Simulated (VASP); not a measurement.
```xyz
6
Lattice="4.3153 0.0000 0.0000 -2.1577 3.7372 0.0000 0.0000 0.0000 9.4589" Properties=species:S:1:pos:R:3 pbc="T T T"
Sr     2.1577     1.2457     7.1189
Sr     2.1577     1.2457     2.3401
Al    -2.1577     3.7372     4.7295
Ga    -2.1577     3.7372     9.4589
Ga     0.0000     2.4914     4.7295
Ga     0.0000     2.4914     9.4589
```

Computed with PBEsol GGA, VASP's PBE PAW potentials (set 64) (plane waves; VASP). Run with 400 eV cut-off, 9×9×4 Γ-centred mesh, tetrahedra with Blöchl corrections, potentials Sr_sv Al Ga_d.

The cores are frozen, which limits the accuracy of field gradients.

### Question
Give the principal components of the electric field gradient (V/Å²) and the asymmetry η at each nucleus.

### Answer

```json
[
 {"atom": "Sr1", "Vxx": "2.1", "Vyy": "2.1", "Vzz": "-4.3", "η": "0.00"},
 {"atom": "Sr2", "Vxx": "2.1", "Vyy": "2.1", "Vzz": "-4.3", "η": "0.00"},
 {"atom": "Al3", "Vxx": "-11.0", "Vyy": "-11.0", "Vzz": "21.9", "η": "0.00"},
 {"atom": "Ga4", "Vxx": "-19.1", "Vyy": "-19.1", "Vzz": "38.2", "η": "0.00"},
 {"atom": "Ga5", "Vxx": "-27.2", "Vyy": "-27.2", "Vzz": "54.5", "η": "0.00"},
 {"atom": "Ga6", "Vxx": "-24.0", "Vyy": "-24.0", "Vzz": "48.0", "η": "0.00"}
]
```

The structure comes from a computed database's Sr2AlGa3 entry (P-6m2); how it stands against other phases isn't given here. It was relaxed first.
